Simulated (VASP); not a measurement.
An input for Quantum ESPRESSO's pw.x (written as the equivalent of a VASP run, and not itself run):

```
&CONTROL
  calculation = 'vc-relax'
  pseudo_dir = './pseudo'
  outdir = './out'
  tprnfor = .true.
  tstress = .true.
  nstep = 40
  forc_conv_thr = 0.00078
/
&SYSTEM
  ibrav = 0
  nat = 2
  ntyp = 1
  ecutwfc = 84
  occupations = 'smearing'
  smearing = 'methfessel-paxton'
  degauss = 0.00735
  input_dft = 'pbe'
/
&ELECTRONS
  conv_thr = 7.3e-08
  electron_maxstep = 100
/
&IONS
/
&CELL
  press = 300
/
ATOMIC_SPECIES
  Ti 47.867 Ti.upf
CELL_PARAMETERS angstrom
     1.3752767   -2.3820492   -0.0000000
     1.3752767    2.3820492   -0.0000000
    -0.0000000    0.0000000    4.3594718
ATOMIC_POSITIONS crystal
  Ti   0.3333330  0.6666670  0.2500000
  Ti   0.6666670  0.3333330  0.7500000
K_POINTS automatic
  15 15 9 0 0 0
```

**Question.** Write the VASP files for the same calculation (PBE).

**Answer.** This is not unique; one that fits is 
POSCAR:
```
Ti
1
    1.3752767153    -2.3820492236    -0.0000000000
    1.3752767153     2.3820492236    -0.0000000000
   -0.0000000000     0.0000000000     4.3594718025
Ti
2
Direct
  0.3333330000   0.6666670000   0.2500000000
  0.6666670000   0.3333330000   0.7500000000
```

### INCAR
```
# general
SYSTEM =Ti
PREC   =Accurate
ENCUT  =500
LREAL  =.FALSE.
LASPH  =.TRUE.

# electronic loop
EDIFF  =1E-6
NELM   =100
ALGO   =Normal
LMAXMIX=4

# smearing
ISMEAR =1
SIGMA  =0.1

# functional
GGA    =PE

# ions
IBRION =2
NSW    =40
ISIF   =3
EDIFFG =-0.02
PSTRESS=300

# output
LWAVE  =.FALSE.
LCHARG =.FALSE.
```

KPOINTS:
```
Automatic mesh
0
Gamma
15 15 9
0 0 0
```

POTCAR, in this order: Ti_sv (PBE.64 set). Program: vasp_std.

The two are equivalent in intent, not identical: the potentials are each code's own (VASP's PAW set, PseudoDojo norm-conserving files in pw.x), so ENCUT and ecutwfc are chosen apart and not converted; conv_thr bounds pw.x's estimated SCF error, while EDIFF bounds the energy change between steps; forc_conv_thr acts on force components and is met together with etot_conv_thr.

The compound is Ti in the hcp structure. This run relaxes it under an external pressure of 30 GPa. Symmetry was kept, so distortions that lower it aren't found.
